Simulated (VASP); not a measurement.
Input:

```xyz
2
Lattice="0.0000 2.9179 2.9179 2.9179 0.0000 2.9179 2.9179 2.9179 0.0000" Properties=species:S:1:pos:R:3 pbc="T T T"
In     0.0000     0.0000     0.0000
P      1.4590     1.4590     1.4590
```

All values below come from PBE0 hybrid, VASP's PBE PAW potentials (set 64) (plane waves; VASP). Run with 520 eV cut-off, 6×6×6 Γ-centred mesh, Gaussian smearing of 0.050 eV, potentials In_d P.

Unless said otherwise, spin-orbit coupling is left out, though it shifts the bands of the heavy elements here.

### Question
Predict the energy per atom (σ→0), pressure, band gap (on the k-mesh) with the smallest direct gap where there is one.

### Answer

The band gap (on the k-mesh) is 2.20 eV and the smallest direct gap (on the k-mesh) is 2.20 eV. The energy per atom (σ→0) is -5.435 eV/atom and the pressure is 2.06 GPa.

The compound is InP in the zinc blende structure. This cell is one point of a volume scan, at 0.94 of the reference volume. The cell's shape comes from a PBE relaxation.
